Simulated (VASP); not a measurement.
An input for Ansatz (written as the equivalent of a VASP run, and not itself run):

Ansatz 0.2 input:
```yaml
crystal:
  lattice:
    - [2.8233482, 0.0000000, 0.0000000]
    - [0.0000000, 2.8233482, 0.0000000]
    - [0.0000000, 0.0000000, 4.0598173]
  atoms:
    - { symbol: Ti, position: [0.0000000, 0.0000000, 0.0000000] }
    - { symbol: Al, position: [0.5000000, 0.5000000, 0.5000000] }
kpoints:
  mp_grid: { grid: [13, 13, 9] }
hamiltonian:
  xc: pbe
  pseudopotentials: { kind: paw }
scf:
  occupations: { method: methfessel_paxton, width: 0.1 }
  max_iter: 100
relax:
  max_steps: 40
  f_tol: 0.02
  cell: {}
output: { forces: true, stress: true, eigenvalues: true }
```

### Question
Write the VASP files for the same calculation (PBE).

### Answer
One answer among several that fit: 
### KPOINTS
```
Automatic
0
Gamma
13 13 9
0 0 0
```

**INCAR**
```
ALGO  =  Normal
EDIFF  =  1E-6
EDIFFG  =  -0.02
ENCUT  =  500
GGA  =  PE
IBRION  =  2
ISIF  =  3
ISMEAR  =  1
LASPH  =  .TRUE.
LCHARG  =  .FALSE.
LMAXMIX  =  4
LREAL  =  .FALSE.
LWAVE  =  .FALSE.
NELM  =  100
NSW  =  40
PREC  =  Accurate
SIGMA  =  0.1
SYSTEM  =  TiAl
```

POSCAR:
```
TiAl
1
    2.8233481733     0.0000000000     0.0000000000
    0.0000000000     2.8233481733     0.0000000000
    0.0000000000     0.0000000000     4.0598172652
Ti Al
1 1
Direct
  0.0000000000   0.0000000000   0.0000000000
  0.5000000000   0.5000000000   0.5000000000
```

POTCAR, in this order: Ti_sv Al (PBE.64 set). Program: vasp_std.

What does not carry over: each code has its own PAW files, so the cut-off isn't converted (ENCUT is set for VASP's; basis.ecutwfc is left out, and Ansatz then takes the one that its files recommend); Ansatz stops its SCF on the density residual and VASP on the energy change (EDIFF).

The compound is TiAl in the L1_0 structure. This run relaxes it. Symmetry was kept, so distortions that lower it aren't found.
